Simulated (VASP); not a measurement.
# KCl in VASP: the effect of field v per ang

Slab: KCl, a slab with vacuum.

```
CELL_PARAMETERS angstrom
4.46340 0.00000 0.00000
0.00000 4.46340 0.00000
0.00000 0.00000 24.46830
ATOMIC_POSITIONS crystal
K 0.50000 0.50000 0.30652
K 0.00000 0.00000 0.43551
K 0.50000 0.50000 0.56449
K 0.00000 0.00000 0.69348
Cl 0.00000 0.00000 0.30652
Cl 0.50000 0.50000 0.43551
Cl 0.00000 0.00000 0.56449
Cl 0.50000 0.50000 0.69348
```

Alike in all runs:

- Program: VASP 6.6.1
- Task: work function
- Functional: PBE
- Potentials or basis: VASP PAW PBE potentials, release 64 (K_sv, Cl)
- Cutoff: 520 eV
- k mesh: 6 × 6 × 1
- Occupations: fermi-dirac, width 0.05 eV
- Spin: no spin polarisation

```csv
field v per ang,gap on the mesh (eV),largest force (eV/Å)
-0.3,3.45,0.22
-0.1,4.55,0.13
0,?,?
0.1,4.55,0.13
0.3,3.44,0.22
```

**Question.** What does the run with field v per ang 0 give?

**Answer.** gap on the mesh 4.94 eV; largest force 0.08 eV/Å.

Worked out: A parabola through the other rows of the gap on the mesh, of slope -0.015 eV per unit of field v per ang there, gives 4.69 eV, against the run's 4.94. A parabola through the other rows of the largest force, of slope -6.21e-18 eV/Å per unit of field v per ang there, gives 0.12 eV/Å, against the run's 0.08.

A k mesh can miss the band edges.
